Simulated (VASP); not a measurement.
Input:

```
PtS2
1.0
    1.78707    -3.09529     0.00000
    1.78707     3.09529     0.00000
    0.00000     0.00000     4.63771
Pt S
1 2
Cartesian
  0.00000   0.00000   0.00000
  1.78707   1.03177   1.20528
  1.78707  -1.03177   3.43243
```

All values below come from PBE GGA, VASP's PBE PAW potentials (set 64) (plane waves; VASP). Numerical set-up: 500 eV cut-off, 10×10×7 Γ-centred mesh, first-order Methfessel-Paxton smearing of 0.10 eV, potentials Pt S.

Energy and stress use the plane-wave basis of the starting cell. Without a dispersion term in the relaxation, distances and binding between the weakly bound layers, chains or molecules are unreliable, and so is what depends on them.

The ions, cell shape and volume at an external pressure of 10.0 GPa are relaxed. Predict the relaxed structure.

```
PtS2
1.0
    1.77916    -3.08160     0.00000
    1.77916     3.08160     0.00000
    0.00000     0.00000     4.36331
Pt S
1 2
Direct
  0.00000   0.00000   0.00000
  0.33333   0.66667   0.27388
  0.66667   0.33333   0.72612
```
Space group P-3m1 (164), at a tolerance of 0.03 Å.

How do energy and volume change from the first to the last step?

The energy (σ→0) changes by +52.1 meV/atom and the volume by -6.7 %, in 10 ionic steps.

The compound is PtS2 in the 1T layered structure. This run relaxes it under an external pressure of 10 GPa. Symmetry was kept, so distortions that lower it aren't found.
